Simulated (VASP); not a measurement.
A convergence study with VASP on Li2O (antifluorite): one setting is varied, all else stays as given below, so the limit is that of these other settings. Each run relaxes cell and ions from the cell shown. The basis is that of the starting cell, so low cut-offs carry a Pulay error.

```
Li2O
1.0
    0.00000     2.31000     2.31000
    2.31000     0.00000     2.31000
    2.31000     2.31000     0.00000
Li O
2 1
Direct
  0.25000   0.25000   0.25000
  0.75000   0.75000   0.75000
  0.00000   0.00000   0.00000
```

The numbers are results of PBE GGA, VASP's PBE PAW potentials (set 64) (plane waves; VASP), not measurements. The tightest run used: 800 eV cut-off, 7×7×7 Γ-centred mesh, Gaussian smearing of 0.050 eV, potentials Li_sv O.

Gaps are read on the run's mesh, which can miss a band edge.

```tsv
setting	relaxed volume (Å³/atom)	E (eV/atom)	gap on the mesh (eV)	plane waves
ENCUT = 250	5.838	-6.4309	5.630	229
ENCUT = 300	6.453	-5.3148	5.540	301
ENCUT = 350	7.129	-4.9218	5.397	378
ENCUT = 400	7.717	-4.8160	5.256	459
```

Question: These are the cheaper rows. Estimate the results at ENCUT = 800, and how far the last row shown lies from them.

Answer: 
```tsv
quantity	tightest run	last row shown is off by
relaxed volume (Å³/atom)	8.227	-0.510
E (eV/atom)	-4.7856	-0.0303
gap on the mesh (eV)	5.140	0.116
```

Left out are rungs that failed or repeat a setting and relaxations that didn't move; long series are thinned to 24 rows.

The compound is Li2O in the antifluorite structure.
